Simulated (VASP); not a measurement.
Data:

```xyz
5
Lattice="4.0554 0.0000 0.0000 0.0000 4.0554 0.0000 0.0000 0.0000 4.0554" Properties=species:S:1:pos:R:3 pbc="T T T"
Ba     0.0000     0.0000     0.0000
Ti     2.0277     2.0277     2.0277
O      2.0277     0.0000     2.0277
O      0.0000     2.0277     2.0277
O      2.0277     2.0277     0.0000
```

All values below come from revTPSS meta-GGA, VASP's PBE PAW potentials (set 64) (plane waves; VASP 6.6.1). Run with 520 eV cut-off, 6×6×6 Γ-centred mesh, Gaussian smearing of 0.050 eV, potentials Ba_sv Ti_sv O.

Give the stress tensor in GPa (positive for a compressed cell).

```
-4.79   0.00   0.00
 0.00  -4.79   0.00
 0.00   0.00  -4.79
```
The pressure is its mean diagonal, -4.79 GPa.

The compound is BaTiO3 in the cubic perovskite structure, the ideal cubic form; the compound distorts at low or room temperature. This cell is one point of a volume scan, at 1.03 of the reference volume.
